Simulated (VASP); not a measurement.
Input of a VASP 6.6.1 run:

INCAR

```
PREC = Accurate
ENCUT = 600
EDIFF = 1E-6
ISMEAR = 0
SIGMA = 0.05
LREAL = F
LASPH = T
NELM = 100
ALGO = Fast
ISIF = 3
LWAVE = F
LCHARG = F
GGA = RP
IBRION = 2
NSW = 60
EDIFFG = -0.01
```

File KPOINTS:

```
regular mesh
0
Gamma
  8 8 7
```

POSCAR

```
Be3H2
1.0
    3.7098100000      0.0000000000      0.0000000000
   -1.8549000000      3.2127900000      0.0000000000
    0.0000000000      0.0000000000      3.5997900000
Be H
3 2
Direct
    0.3314200000      0.3314200000      0.0000000000
    0.6685800000      0.0000000000      0.0000000000
    0.0000000000      0.6685800000      0.0000000000
    0.3333300000      0.6666700000      0.2574400000
    0.6666700000      0.3333300000      0.7425600000
```

Potentials or basis: VASP PAW PBE potentials, release 64 (Be, H).

Run with:

```console
$ cat potpaw_PBE.64/Be/POTCAR potpaw_PBE.64/H/POTCAR > POTCAR
$ mpirun -np 1 vasp_std > vasp.out
```

(1) Estimate the relaxed cell.

(2) What does it give for the band gap on the k mesh?

Answers

(1) a = 3.732 Å, b = 3.732 Å, c = 4.050 Å, α = 90.00°, β = 90.00°, γ = 120.00°.

(2) none (metal or under the smearing width).
